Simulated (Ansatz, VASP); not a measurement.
**One calculation of Na2BrF, two programs**

```
Na Br F
1.0
     3.95083    0.00000    0.00000
     0.00000    3.95083    0.00000
     0.00000    0.00000    5.51521
Na Br F
2 1 1
Direct
  0.00000 0.00000 0.00000
  0.50000 0.50000 0.50000
  0.50000 0.50000 0.00000
  0.00000 0.00000 0.50000
```

Alike in both runs: functional PBE; k mesh 6 × 6 × 4; occupations gaussian, width 0.02 eV; no spin polarisation.

Ansatz relaxed the structure, and its values are those at the end. VASP's run is a single point on that final structure, the one shown.

|  | VASP | Ansatz |
| --- | --- | --- |
| version | VASP 6.6.1 | Ansatz 0.2.0 |
| potentials or method | VASP PAW PBE potentials, release 64 (Na_pv, Br, F) | scalar-relativistic, plane waves, PAW |
| plane-wave cutoff (eV) | 520 | 420 |
| valence electrons in the cell | 28 | 32 |

```csv
,VASP,Ansatz,Ansatz less VASP
gap on the k mesh at the Fermi level (eV),4.46,4.47,+0.006
least direct gap on the mesh (eV),4.46,4.47,+0.006
pressure (GPa),0.0,0.0,+0.07
```

The functional is the same, so the differences come from potentials, cutoffs and numerics. The two sets of potentials don't hold the same shells in valence.
